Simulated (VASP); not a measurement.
Given:

```xyz
3
Lattice="0.0000 2.9820 2.9820 2.9820 0.0000 2.9820 2.9820 2.9820 0.0000" Properties=species:S:1:pos:R:3 pbc="T T T"
Li     1.4910     1.4910     1.4910
Li     4.4730     4.4730     4.4730
Se     2.9820     5.9641     2.9820
```

Level of theory: TPSS meta-GGA, VASP's PBE PAW potentials (set 64) (plane waves; VASP). Settings: 520 eV cut-off, 7×7×7 Γ-centred mesh, tetrahedra with Blöchl corrections, potentials Li_sv Se.

**Question.** Give the energies of bands 4 to 9 at the high-symmetry points, in eV from the valence-band maximum.

**Answer.** 
```csv
band,Γ,X,U,L,W
4,0.00,-2.37,-2.17,-3.02,-1.97
5,0.00,-1.48,-2.14,-0.54,-1.97
6,0.00,-1.48,-1.20,-0.54,-1.81
7,3.62,3.02,4.20,5.48,5.20
8,5.93,6.51,7.60,6.21,6.73
9,5.93,10.76,8.86,6.21,8.45
```

The gap is indirect, 3.02 eV, from the valence maximum at Γ to the conduction minimum at X.

The compound is Li2Se in the antifluorite structure. It was relaxed first.
